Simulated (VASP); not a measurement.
Level of theory: PBEsol GGA, VASP's PBE PAW potentials (set 64) (plane waves; VASP).

Input for VASP

POSCAR:
```
CdSe
1
    0.0000000000     3.0472072024     3.0472072024
    3.0472072024    -0.0000000000     3.0472072024
    3.0472072024     3.0472072024     0.0000000000
Cd Se
1 1
Direct
  0.0000000000   0.0000000000   0.0000000000
  0.2500000000   0.2500000000   0.2500000000
```

KPOINTS:
```
Automatic mesh
0
gamma
8 8 8
```

### INCAR
```
! general
SYSTEM   =  CdSe
PREC     =  Accurate
ENCUT    =  500
LREAL    =  .FALSE.
LASPH    =  .TRUE.

! electronic loop
EDIFF    =  1E-6
NELM     =  100
ALGO     =  Normal
LMAXMIX  =  4

! smearing
ISMEAR   =  0
SIGMA    =  0.05

! functional
GGA      =  PS

! ions
IBRION   =  2
NSW      =  40
ISIF     =  3
EDIFFG   =  -0.02

! output
LWAVE    =  .FALSE.
LCHARG   =  .FALSE.
```

POTCAR, in this order: Cd Se (PBE.64 set). Program: vasp_std.

### Question
What will the output report for the number of irreducible k-points (NKPTS), largest plane-wave count, number of space-group operations, FFT grid (NGX, NGY, NGZ)?

### Answer

```yaml
number of irreducible k-points (NKPTS): 29
largest_plane_wave_count: 1459
number_of_space_group_operations: 24
FFT grid (NGX, NGY, NGZ): 32 × 32 × 32
```

The compound is CdSe in the zinc blende structure, whereas wurtzite is the usual form. It was relaxed first.
